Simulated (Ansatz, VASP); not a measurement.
## Cross-check of Hf4Rh11 between VASP and Ansatz

One calculation is typed for both programs; each brings its own data sets and cutoff. How far apart do they land? The structure shown is the end of the VASP relaxation below.

Method: plane waves, with VASP 6.6.1 beside it; single point at PBEsol, in Ansatz 0.2.0.

## (1) Set-up

The cell holds 15 atoms: 4 Hf and 11 Rh. Its edges and angles: a = 6.720 Å, b = 6.720 Å, c = 6.720 Å, α = 109.5°, β = 109.5°, γ = 109.5°. It derives from HfRh3. Nearest the centre at fractional (0.250, 0.375, 0.375): Rh8 at 1.38 Å, Hf4 at 2.31 Å, Hf1 at 2.32 Å, Rh15 at 2.36 Å, Rh12 at 2.37 Å, Rh10 at 3.05 Å, Rh5 at 3.07 Å, Rh6 at 3.07 Å.

## (2) VASP: relaxation, PBEsol

This run makes the geometry at which the two programs are then compared.

Lines of VASP's logs that name or quote its potential files are left out, and so is its time.

INCAR reads:

```
SYSTEM = Hf4Rh11
PREC = Normal
ENCUT = 280
EDIFF = 1E-05
NELM = 120
ISMEAR = 1
SIGMA = 0.15
LREAL = Auto
ALGO = Fast
GGA = PS
NBANDS = 72
LORBIT = 11
LWAVE = .FALSE.
LCHARG = .FALSE.
KPAR = 3
IBRION = 2
NSW = 60
ISIF = 2
EDIFFG = -0.05
POTIM = 0.4
MAXMIX = 40
ISYM = 0
```

POSCAR reads:

```
Hf4Rh11
1.0
   -3.8800429746      3.8800429746      3.8800429746
    3.8800429746     -3.8800429746      3.8800429746
    3.8800429746      3.8800429746     -3.8800429746
Hf Rh
4 11
Direct
    0.0029691816      0.0017423036      0.0030082201
    0.5034838028      0.4977918217     -0.0010252499
    0.5024373197     -0.0004442756      0.5001138257
    0.0014822909      0.5021671035      0.5008313174
    0.7483375719      0.7468593817      0.4976820771
    0.7493486293      0.2507896548      0.0016457764
    0.2493581255      0.7480057791     -0.0026780649
    0.2559298006      0.5018843127      0.2526248702
    0.7446810245     -0.0074378933      0.2381440083
    0.7511107220      0.4994719943      0.7494625126
    0.2461608008      0.0044850888      0.7525922857
    0.5033756491      0.2569737243      0.2569315588
   -0.0038159640      0.7491068614      0.2444276866
   -0.0049241174      0.2485200871      0.7471177176
    0.4973118298      0.7495610522      0.7473794226
```

KPOINTS reads:

```
Automatic mesh
0
Gamma
3 3 3
0 0 0
```

Potentials, in the order of the species: Hf and Rh (PBE family, release 64).

Command:

```bash
mpirun -np 3 vasp_std
```

Numbers of over 12 decimals in the logs are rounded to 6 here.

The log of the run:

```text
[banner, memory and clock lines left out]
running    3 mpi-ranks, on    1 nodes
 distrk:  each k-point on    1 cores,    3 groups
 distr:  one band on    1 cores,    1 groups

 POSCAR found type information on POSCAR HfRh
 POSCAR found :  2 types and      15 ions
|                                                                             |
|               ----> ADVICE to this user running VASP <----                  |
|                                                                             |
|     You enforced a specific xc type in the INCAR file but a different       |
|     [... a line on the potential file left out ...]
|     I HOPE YOU KNOW WHAT YOU ARE DOING!                                     |
|                                                                             |

 LDA part: xc-table for (Slater+PW92), standard interpolation
 POSCAR, INCAR and KPOINTS ok, starting setup
 FFT: planning ... GRIDC
 FFT: planning ... GRID_SOFT
 FFT: planning ... GRID
 WAVECAR not read
 entering main loop
       N       E                     dE             d eps       ncg     rms          rms(c)
DAV:   1     0.399556475193E+03    0.39956E+03   -0.36228E+04  2016   0.896E+02
DAV:   2    -0.118534152172E+03   -0.51809E+03   -0.48726E+03  2128   0.240E+02
DAV:   3    -0.148095398385E+03   -0.29561E+02   -0.28273E+02  2616   0.503E+01
DAV:   4    -0.148814914289E+03   -0.71952E+00   -0.71416E+00  2488   0.826E+00
DAV:   5    -0.148838824159E+03   -0.23910E-01   -0.23891E-01  2632   0.144E+00    0.427E+01
RMM:   6    -0.143181107850E+03    0.56577E+01   -0.19159E+01  2016   0.178E+01    0.164E+01
RMM:   7    -0.141742837429E+03    0.14383E+01   -0.45555E+00  2019   0.662E+00    0.103E+01
RMM:   8    -0.141577950955E+03    0.16489E+00   -0.35279E+00  2025   0.656E+00    0.478E+00
RMM:   9    -0.141228935170E+03    0.34902E+00   -0.90527E-01  2022   0.318E+00    0.103E+00
RMM:  10    -0.141230668033E+03   -0.17329E-02   -0.21146E-01  2124   0.118E+00    0.938E-01
RMM:  11    -0.141223887675E+03    0.67804E-02   -0.47203E-02  2058   0.640E-01    0.595E-01
RMM:  12    -0.141221781842E+03    0.21058E-02   -0.18112E-02  2094   0.395E-01    0.312E-01
RMM:  13    -0.141221365376E+03    0.41647E-03   -0.72948E-03  2202   0.224E-01    0.168E-01
RMM:  14    -0.141221387180E+03   -0.21804E-04   -0.20856E-03  2298   0.108E-01    0.602E-02
RMM:  15    -0.141221410630E+03   -0.23451E-04   -0.45605E-04  2298   0.534E-02    0.496E-02
RMM:  16    -0.141221409144E+03    0.14863E-05   -0.98295E-05  1976   0.256E-02
   1 F= -.14122141E+03 E0= -.14121271E+03  d E =-.141221E+03
[... from here on, the cycles between the ionic steps are left out ...]
   2 F= -.14129741E+03 E0= -.14128841E+03  d E =-.759974E-01
   3 F= -.14132708E+03 E0= -.14131783E+03  d E =-.105675E+00
   4 F= -.14134023E+03 E0= -.14133064E+03  d E =-.131500E-01
   5 F= -.14134384E+03 E0= -.14133398E+03  d E =-.167589E-01
   6 F= -.14134397E+03 E0= -.14133405E+03  d E =-.168887E-01
   7 F= -.14134889E+03 E0= -.14133818E+03  d E =-.491949E-02
   8 F= -.14135055E+03 E0= -.14133883E+03  d E =-.658117E-02
   9 F= -.14135338E+03 E0= -.14134044E+03  d E =-.282774E-02
  10 F= -.14135359E+03 E0= -.14134035E+03  d E =-.303675E-02
  11 F= -.14135492E+03 E0= -.14134119E+03  d E =-.132519E-02
  12 F= -.14135499E+03 E0= -.14134136E+03  d E =-.139644E-02
  13 F= -.14135547E+03 E0= -.14134163E+03  d E =-.478912E-03
 trial-energy change:   -0.000479  1 .order   -0.000407   -0.001218    0.000405
 step:   1.3645(harm=  1.2898)  dis= 0.00238  next Energy=  -141.355507 (dE=-0.520E-03)
 bond charge predicted
       N       E                     dE             d eps       ncg     rms          rms(c)
DAV:   1    -0.141355499805E+03   -0.28912E-04   -0.17681E-02  2224   0.406E-01    0.206E-02
RMM:   2    -0.141355501890E+03   -0.20848E-05   -0.86703E-05  2017   0.427E-02
  14 F= -.14135550E+03 E0= -.14134170E+03  d E =-.515066E-03
 curvature:  -1.01 expect dE=-0.294E-03 dE for cont linesearch -0.281E-05
 trial: gam= 0.32016 g(F)=  0.290E-03 g(S)=  0.000E+00 ort = 0.565E-04 (trialstep = 0.165E+01)
 search vector abs. value=  0.444E-03
 reached required accuracy - stopping structural energy minimisation
```

OUTCAR, selected parts (step 2):

```text
ion  position               nearest neighbor table
   1  0.003  0.002  0.003-   9 2.71  11 2.71  13 2.71   8 2.74   7 2.74  12 2.75  10 2.76   6 2.76
                            14 2.76   5 2.77  15 2.77
   2  0.503  0.498  0.999-  13 2.70   6 2.70  11 2.71   9 2.72  10 2.73   5 2.74  12 2.74   8 2.75
                            15 2.76   7 2.77  14 2.79   4 3.86   3 3.86
   3  0.502  1.000  0.500-  14 2.70  15 2.73   8 2.73   5 2.74  10 2.74  12 2.75   6 2.75   7 2.76
                             9 2.77  13 2.78  11 2.79   2 3.86
   4  0.001  0.502  0.501-  15 2.72   7 2.72   5 2.73  12 2.73  10 2.74   6 2.74  14 2.74  11 2.76
                             8 2.76  13 2.76   9 2.80   2 3.86
   5  0.748  0.747  0.498-  12 2.69   8 2.70   4 2.73  11 2.73   3 2.74   2 2.74  10 2.74  15 2.75
                            13 2.75  14 2.75   9 2.77   1 2.77
   6  0.749  0.251  0.002-   2 2.70   9 2.72  13 2.73   4 2.74  14 2.75  10 2.75  15 2.75  12 2.75
                             3 2.75   1 2.76  11 2.76   8 2.78
   7  0.249  0.748  0.997-   9 2.72   4 2.72  15 2.73  10 2.73  14 2.74   1 2.74  13 2.75  11 2.75
                             8 2.75   3 2.76   2 2.77  12 2.79
   8  0.256  0.502  0.253-  12 2.70   5 2.70  15 2.72   3 2.73   1 2.74   2 2.75   7 2.75   4 2.76
                            14 2.77   6 2.78  13 2.78
   9  0.745  0.993  0.238-  15 2.69   1 2.71   2 2.72   6 2.72  13 2.72   7 2.72   3 2.77   5 2.77
                            12 2.78  14 2.79   4 2.80
  10  0.751  0.499  0.749-  12 2.70  14 2.72  13 2.72   2 2.73   7 2.73   4 2.74   5 2.74   3 2.74
                             6 2.75   1 2.76  15 2.76
  11  0.246  0.004  0.753-   2 2.71   1 2.71  14 2.72   5 2.73   7 2.75   4 2.76   6 2.76  12 2.77
                            15 2.78  13 2.79   3 2.79
  12  0.503  0.257  0.257-   5 2.69   8 2.70  10 2.70   4 2.73   2 2.74   1 2.75   3 2.75   6 2.75
                            11 2.77   9 2.78   7 2.79
  13  0.996  0.749  0.244-   2 2.70   1 2.71  10 2.72   9 2.72   6 2.73   7 2.75   5 2.75   4 2.76
                             3 2.78   8 2.78  11 2.79
  14  0.995  0.249  0.747-   3 2.70  10 2.72  11 2.72   7 2.74   4 2.74   6 2.75   5 2.75   1 2.76
                             8 2.77   2 2.79   9 2.79
  15  0.497  0.750  0.747-   9 2.69   8 2.72   4 2.72   3 2.73   7 2.73   5 2.75   6 2.75   2 2.76
                            10 2.76   1 2.77  11 2.78

 Found     14 irreducible k-points:

   k-points           NKPTS =     14   k-points in BZ     NKDIM =     14   number of bands    NBANDS=     72

   dimension x,y,z NGX =    28 NGY =   28 NGZ =   28
   dimension x,y,z NGXF=    56 NGYF=   56 NGZF=   56

   ENCUT  =  280.0 eV  20.58 Ry    4.54 a.u.   9.17  9.17  9.17*2*pi/ulx,y,z

   NELECT =     115.0000    total number of electrons

 k-points in reciprocal lattice and weights: Automatic mesh
   0.00000000  0.00000000  0.00000000       0.037
   0.33333333  0.00000000  0.00000000       0.074
   0.00000000  0.33333333  0.00000000       0.074
   0.00000000  0.00000000  0.33333333       0.074
   0.33333333  0.00000000 -0.33333333       0.074
   0.33333333 -0.33333333  0.00000000       0.074
   0.00000000  0.33333333 -0.33333333       0.074
   0.33333333  0.33333333  0.00000000       0.074
   0.00000000  0.33333333  0.33333333       0.074
[...]
0.33333333 -0.33333333  0.33333333       0.074
   0.33333333  0.33333333 -0.33333333       0.074

 average (electrostatic) potential at core
       1 -31.3521       2 -31.3534       3 -31.3515       4 -31.3505       5 -63.7659
       6 -63.7987       7 -63.7986       8 -63.6942       9 -63.6927      10 -63.6911
      11 -63.6913      12 -63.6930      13 -63.6926      14 -63.6918      15 -63.6920

 E-fermi :   9.1366

 k-point     1 :       0.0000    0.0000    0.0000
  band No.  band energies     occupation
    ...
     54       8.1908      2.00000
     55       8.2233      2.00000
     56       8.5005      2.00000
     57       8.6404      2.00003
     58       8.7464      2.00146
     59       9.4980     -0.00344
     60       9.6746     -0.00000
     61       9.6765     -0.00000
     62      10.3339     -0.00000
     63      11.2992     -0.00000
    ...

 k-point     2 :       0.3333    0.0000    0.0000
  band No.  band energies     occupation
    ...
     55       8.6937      2.00024
     56       8.7977      2.00634
     57       9.0110      1.99790
     58       9.0845      1.54981
     59       9.0976      1.42354
     60       9.2240      0.17570
     61       9.3723     -0.04877
     62       9.7979     -0.00000
     63      10.6592     -0.00000
     64      11.1291     -0.00000
    ...

 k-point     3 :       0.0000    0.3333    0.0000
  band No.  band energies     occupation
    ...
     55       8.6933      2.00024
     56       8.7962      2.00610
     57       9.0118      1.99561
     58       9.0833      1.56103
     59       9.0962      1.43742
     60       9.2250      0.16939
     61       9.3714     -0.04930
     62       9.7991     -0.00000
     63      10.6594     -0.00000
     64      11.1292     -0.00000
    ...

  Total       -6.0602308     -6.0592239     -4.4213783      0.0155944     -0.0164062     -0.0136148
  in kB      -41.5556564    -41.5487522    -30.3178680      0.1069324     -0.1124988     -0.0933581
  external PRESSURE =     -37.8074255 kB  Pullay stress =       0.0000000 kB

  energy-cutoff  :      280.00
  volume of cell :      233.65
      direct lattice vectors                 reciprocal lattice vectors
    -3.880042975  3.880042975  3.880042975     0.000000000  0.128864552  0.128864552
     3.880042975 -3.880042975  3.880042975     0.128864552  0.000000000  0.128864552
     3.880042975  3.880042975 -3.880042975     0.128864552  0.128864552  0.000000000

 POSITION                                       TOTAL-FORCE (eV/Angst)
 -----------------------------------------------------------------------------------
      0.04913      0.04776      0.00244         0.002887      0.008057     -0.000246
      3.82411      3.82305      0.00365        -0.021911     -0.020622     -0.001580
      0.05140      3.82236      0.00364         0.008627     -0.007264      0.001009
      3.82554      0.04973      0.00192        -0.011739      0.003695      0.003501
      1.93915      1.93739      3.88103         0.002481      0.038595     -0.005250
      1.93958      5.81954      0.00041         0.007512      0.016702     -0.014463
      5.81889      1.93938      0.00026         0.038501     -0.002628      0.009788
      1.93845      0.02227      1.96780        -0.019759     -0.021504     -0.005425
      1.93754      0.02203      5.79870        -0.013279     -0.012352     -0.007471
      1.93571      3.85081      1.96543         0.007581     -0.000562      0.006581
      5.81579     -0.02934      1.91859         0.008116      0.003577     -0.000278
      0.02312      1.93399      1.96758        -0.019400      0.009407     -0.000813
      0.02287      1.93599      5.79813        -0.012230     -0.008695      0.001977
     -0.02886      5.81654      1.91781         0.014201     -0.009066      0.004297
      3.85104      1.93466      1.96577         0.008413      0.002660      0.008373
 -----------------------------------------------------------------------------------
    total drift:                                0.104825      0.145778     -0.062078

  FREE ENERGIE OF THE ION-ELECTRON SYSTEM (eV)
  ---------------------------------------------------
  free  energy   TOTEN  =      -141.3555018896 eV

  energy  without entropy=     -141.3141076145  energy(sigma->0) =     -141.34170380

 reached required accuracy - stopping structural energy minimisation

 total charge
# of ion       s       p       d       tot
------------------------------------------
    1        0.614   0.611   2.159   3.384
    2        0.614   0.611   2.159   3.384
    3        0.614   0.611   2.160   3.385
    4        0.614   0.611   2.160   3.385
    5        0.520   0.575   7.444   8.539
    6        0.503   0.549   7.464   8.517
    7        0.503   0.549   7.465   8.517
    8        0.517   0.510   7.487   8.515
    9        0.517   0.510   7.487   8.514
   10        0.517   0.509   7.488   8.515
   11        0.517   0.510   7.487   8.514
   12        0.517   0.510   7.487   8.515
   13        0.517   0.510   7.487   8.514
   14        0.517   0.510   7.487   8.514
   15        0.517   0.510   7.488   8.515
--------------------------------------------------
tot          8.120   8.195  90.910 107.226

[... 3 further parts left out ...]
```

CONTCAR:

```
Hf4Rh11
   1.00000000000000
    -3.8800429745999998    3.8800429745999998    3.8800429745999998
     3.8800429745999998   -3.8800429745999998    3.8800429745999998
     3.8800429745999998    3.8800429745999998   -3.8800429745999998
  Hf              Rh
     4    11
Direct
     0.0064693224274400    0.0066452664448493    0.0124850298847363
     0.4931255435918286    0.4932623234843693    0.9854482917823987
     0.4930362216220637    0.0070922249004516    0.4991904576375176
     0.0066563645379092    0.4932235837605059    0.4993852866906237
     0.7497887278446170    0.7500155741903899    0.4995486927451533
     0.7499845292317247    0.2499961412887527    0.9998751989164920
     0.2499504054982427    0.7498827548215078    0.9997659258854136
     0.2564486940872008    0.5033772123036274    0.2526676465381141
     0.7500858856588710    0.9969264616096742    0.2525187693092526
     0.7495065433781499    0.5027181851241459    0.7456769051639798
     0.2434572773293135    0.9966873100111210    0.7456688331718752
     0.5027747012126444    0.2565313585194701    0.2522025320788603
     0.9966526740627165    0.7501196428403337    0.2524266669683120
     0.9966830549610211    0.2434186139335694    0.7458268468384038
     0.5026267216562575    0.7495803430672288    0.7455708806888430
```

The data set Hf keeps the semicore shell frozen, which is cheaper and a little less accurate.

(Part 1 of 2 ends here.)

[Lines on the potential files, build, host, timing and source positions are cut from VASP's logs without a mark.]

[Logs are printed without paths, hosts, clocks, repeated set-up lines and the standing remarks that a program may print on its own settings, such as how far it seeks lower states.]

[Hosts, paths, dates, database ids (printed as entryN), source tags and the programs' standing remarks are cut or masked in the printed files.]
